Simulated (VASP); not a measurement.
A run of VASP 6.6.1 is set up as follows.

File INCAR:

```
SYSTEM = K2NaAs2Pt
ALGO = Fast
EDIFF = 1E-6
ENCUT = 520
GGA = PE
ISIF = 2
ISMEAR = 0
LASPH = .True.
LCHARG = .True.
LELF = .True.
LREAL = .False.
LVHAR = .True.
LWAVE = .False.
NBANDS = 57
NELM = 100
PREC = Accurate
SIGMA = 0.1
```

KPOINTS

```
k-points
0
Gamma
  3 2 2
  0 0 0
```

File POSCAR:

```
K2NaAs2Pt
1.0
    6.2483480000      0.8243520000     -0.4425650000
   -1.6555640000      8.0572990000     -1.2456900000
   -0.0680570000      1.4641490000      6.6561100000
Na As Pt K
2 4 2 4
Direct
    0.5147269277      0.7080054586      0.2645667578
    0.2182176277      0.5712590034      0.8557361751
    0.9019213088      0.9643813630      0.3842828655
    0.9895958962      0.8393190760      0.0610825073
    0.7695971823      0.5651725443      0.9278501352
    0.0541770322      0.8822572552      0.6926341209
    0.3474607987      0.9827015084      0.0693646034
    0.5066147491      0.3469125920      0.0196343665
    0.5689662928      0.8876721829      0.7250876156
    0.9024413815      0.5411322457      0.4109604555
    0.9224421412      0.1935873733      0.9126793970
    0.3005000118      0.1905753311      0.4396313420
```

Potentials or basis: VASP PAW PBE potentials, release 64 (Na_pv, As, Pt, K_sv).

Run with:

```console
$ cat potpaw_PBE.64/Na_pv/POTCAR potpaw_PBE.64/As/POTCAR potpaw_PBE.64/Pt/POTCAR potpaw_PBE.64/K_sv/POTCAR > POTCAR
$ mpirun -np 1 vasp_std > vasp.out
```

Task: What does it give for the pressure?

Result: 1.1 GPa.

Task: Predict the band gap on the k mesh.

Result: 0.07 eV, indirect (least direct gap 0.33 eV).

Task: What does it give for the largest force?

Result: 1.586 eV/Å.

Forces on the atoms (eV/Å):
```
Na  -0.268 -0.001 -0.410
Na   0.266  0.140  0.216
As  -1.384 -0.029 -0.773
As   0.982  0.064  0.616
As  -0.861 -1.116  0.235
As   1.473 -0.250  0.047
Pt  -0.947  0.719 -0.180
Pt   0.281 -0.161  0.122
K   -0.290 -0.062 -0.048
K    0.201 -0.138  0.131
K    0.007  0.422  0.142
K    0.541  0.412 -0.098
```

Caveat: the k mesh is coarse (spacing up to 0.46 Å⁻¹), so the values aren't converged; spin-orbit coupling is left out, which moves the levels of the heavy elements. A hybrid or GW would open this gap; PBE tends to underestimate it.
